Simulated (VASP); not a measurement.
Data:

```
WSi2
1.0
   -1.60176     1.60176     3.91188
    1.60176    -1.60176     3.91188
    1.60176     1.60176    -3.91188
Si W
2 1
Direct
  0.66555   0.66555   0.00000
  0.33445   0.33445   0.00000
  0.00000   0.00000   0.00000
```

Computed with PBEsol GGA with spin-orbit coupling, VASP's PBE PAW potentials (set 64) (plane waves; VASP). Numerical set-up: 400 eV cut-off, 12×12×12 Γ-centred mesh, Gaussian smearing of 0.050 eV, potentials Si W_sv.

Question: Give the energies of bands 15 to 28 at the high-symmetry points, in eV from the Fermi level.

Answer: 
```csv
band,Γ,X,P,N,M,S,R
15,-3.49,-5.51,-6.64,-4.91,-2.71,-3.18,-5.21
16,-3.49,-5.51,-6.64,-4.91,-2.71,-3.18,-5.21
17,-2.99,-5.11,-3.16,-2.95,-0.99,-2.77,-4.15
18,-2.99,-5.11,-3.16,-2.95,-0.99,-2.77,-4.15
19,-2.83,-3.37,-2.58,-2.82,-0.74,-2.56,-3.23
20,-2.83,-3.37,-2.58,-2.82,-0.74,-2.56,-3.23
21,0.57,-1.77,-2.33,-0.50,-0.68,-0.39,-2.35
22,0.57,-1.77,-2.33,-0.50,-0.68,-0.39,-2.35
23,2.54,2.76,0.03,2.63,-0.47,1.70,1.86
24,2.54,2.76,0.03,2.63,-0.47,1.70,1.86
25,2.82,2.84,2.86,2.76,0.78,2.46,2.12
26,2.82,2.84,2.86,2.76,0.78,2.46,2.12
27,3.11,3.03,3.52,3.90,4.45,3.52,2.99
28,3.11,3.03,3.52,3.90,4.45,3.52,2.99
```

It has no gap at this level: it comes out as a metal or semimetal.

The compound is WSi2 in the MoSi2 type structure. It was relaxed first.
